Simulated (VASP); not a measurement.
A cell of BN (wurtzite) near equilibrium:

```xyz
4
Lattice="1.2775 -2.2126 0.0000 1.2775 2.2126 0.0000 0.0000 0.0000 4.2255" Properties=species:S:1:pos:R:3 pbc="T T T"
B      1.2775    -0.7375     2.1138
B      1.2775     0.7375     0.0010
N      1.2775    -0.7375     3.6963
N      1.2775     0.7375     1.5836
```

The numbers are results of PBE GGA, VASP's PBE PAW potentials (set 64) (plane waves; VASP 6.6.1), not measurements.

| run | ΔE (meV/atom) | σxx | σyy | σzz | largest shear component, with its sign (GPa) | gap (eV) |
|---|---|---|---|---|---|---|
| as it is | 0.0 | -0.21 | -0.21 | -0.31 | 0.00 | 5.20 |
| after one change | 9.5 | 16.87 | 16.87 | 1.54 | 0.00 | 5.10 |
Stress is in GPa, positive when the cell is compressed; gaps are those on the k-mesh, and 0.00 means metallic.

Q: Name the change that produced these shifts.
A. biaxial strain of -1.5 % in the xy plane
B. biaxial strain of -0.5 % in the xy plane
C. shear strain γ_xz = +1.0 %
D. uniaxial strain of +2.0 % along y

A: A, biaxial strain of -1.5 % in the xy plane

The compound is BN in the wurtzite structure, a metastable high-pressure form.
